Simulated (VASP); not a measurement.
The system is Al.

```
Al
1.0
     0.00000    2.01000    2.01000
     2.01000    0.00000    2.01000
     2.01000    2.01000    0.00000
Al
1
Direct
  0.00000 0.00000 0.00000
```

The cell was built by a generator and needn't be a form met in nature.

```yaml
Program: VASP 6.6.1
Task: relaxation of cell and atoms
Functional: LDA
Potentials_or_basis: VASP PAW LDA potentials, release 64 (Al)
Cutoff: 600 eV
k_mesh: 18 × 18 × 18
Occupations: methfessel-paxton, width 0.1 eV
Spin: no spin polarisation
```

At the start: pressure -2.0 GPa; volume 16.24 Å³/atom.

Q: How do energy, volume and symmetry change on relaxing?

A: Over 3 steps the energy falls by 2.7 meV/atom and the volume is 15.82 Å³/atom (-2.6 %); space group Fm-3m (No. 225, to 0.05 Å).

The path:
| step | energy change (eV) | largest force (eV/Å) | pressure (GPa) | volume (Å³) |
| --- | --- | --- | --- | --- |
| 1 | 0.0000 | 0.0000 | -2.01 | 16.24 |
| 2 | -0.0027 | 0.0000 | 0.27 | 15.77 |
| 3 | -0.0027 | 0.0000 | 0.00 | 15.82 |

Final structure:
```
CELL_PARAMETERS angstrom
0.00000 1.99239 1.99239
1.99239 0.00000 1.99239
1.99239 1.99239 0.00000
ATOMIC_POSITIONS crystal
Al 0.00000 0.00000 0.00000
```
